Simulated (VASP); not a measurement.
All values below come from PBE GGA, VASP's PBE PAW potentials (set 64) (plane waves; VASP 6.6.1).

VASP input:

File KPOINTS:
```
K-points
0
G
 7 7 7
0 0 0
```

INCAR:
```
LASPH  =  T
ENCUT  =  400   ! plane-wave cut-off (eV)
ALGO  =  Fast   ! Davidson, then RMM-DIIS
NELM  =  100   ! most electronic steps
LREAL  =  F
LMAXMIX  =  4
GGA  =  PE
IBRION  =  2   ! conjugate gradients
LWAVE  =  F
NSW  =  20   ! most ionic steps
LCHARG  =  F
EDIFF  =  1E-5   ! SCF stop (eV)
NELMIN  =  4
PREC  =  Normal
ISIF  =  2
SYSTEM  =  CdSe
EDIFFG  =  -0.03   ! ionic stop
ISMEAR  =  0   ! Gaussian
SIGMA  =  0.05
```

### POSCAR
```
CdSe
1.0
  0.0000000000   3.1024156797   3.1024156797
  3.1024156797   0.0000000000   3.1024156797
  3.1024156797   3.1024156797   0.0000000000
Cd Se
1 1
Cartesian
  0.0000000000   0.0000000000   0.0000000000
  4.6536235195   4.6536235195   4.6536235195
```

POTCAR, in this order: Cd Se (PBE.64 set). Program: vasp_std.

What VASP printed:

**OSZICAR**
```
       N       E                     dE             d eps       ncg     rms          rms(c)
DAV:   1     0.966454844602E+02    0.96645E+02   -0.77897E+03   520   0.993E+02
DAV:   2    -0.171260299366E+01   -0.98358E+02   -0.94348E+02   600   0.272E+02
DAV:   3    -0.586359351137E+01   -0.41510E+01   -0.41425E+01   605   0.585E+01
DAV:   4    -0.588290802388E+01   -0.19315E-01   -0.19313E-01   565   0.396E+00
DAV:   5    -0.588303190493E+01   -0.12388E-03   -0.12388E-03   605   0.286E-01    0.576E+00
RMM:   6    -0.551688720444E+01    0.36614E+00   -0.62393E-01   520   0.568E+00    0.465E+00
RMM:   7    -0.549618292865E+01    0.20704E-01   -0.16609E-01   520   0.243E+00    0.176E+00
RMM:   8    -0.549557469560E+01    0.60823E-03   -0.61550E-03   520   0.778E-01    0.557E-01
RMM:   9    -0.549595807457E+01   -0.38338E-03   -0.16236E-03   520   0.386E-01    0.139E-01
RMM:  10    -0.549597804832E+01   -0.19974E-04   -0.17624E-04   520   0.135E-01    0.438E-02
RMM:  11    -0.549602741112E+01   -0.49363E-04   -0.75535E-05   456   0.769E-02    0.140E-02
RMM:  12    -0.549602947360E+01   -0.20625E-05   -0.69872E-06   337   0.223E-02
   1 F= -.54960295E+01 E0= -.54960295E+01  d E =-.549603E+01
```

**OUTCAR**
```
------------------------ aborting loop because EDIFF is reached ----------------------------------------
  FORCE on cell =-STRESS in cart. coord.  units (eV):
  Direction    XX          YY          ZZ          XY          YZ          ZX
  --------------------------------------------------------------------------------------
  Total       -0.1124773     -0.1124773     -0.1124773      0.0000000     -0.0000000      0.0000000
  in kB       -3.0174868     -3.0174868     -3.0174868      0.0000000     -0.0000000      0.0000000
  external PRESSURE =      -3.0174868 kB  Pullay stress =       0.0000000 kB
  volume of cell :       59.72
      direct lattice vectors                 reciprocal lattice vectors
     0.000000000  3.102415680  3.102415680    -0.161164735  0.161164735  0.161164735
     3.102415680  0.000000000  3.102415680     0.161164735 -0.161164735  0.161164735
     3.102415680  3.102415680  0.000000000     0.161164735  0.161164735 -0.161164735
  FREE ENERGIE OF THE ION-ELECTRON SYSTEM (eV)
  ---------------------------------------------------
  free  energy   TOTEN  =        -5.4960294736 eV

  energy  without entropy=       -5.4960294736  energy(sigma->0) =       -5.49602947

 reached required accuracy - stopping structural energy minimisation
```
(Selected blocks of OUTCAR.)

The structure comes from a computed database's CdSe entry (F-43m); how it stands against other phases isn't given here. It was relaxed first.
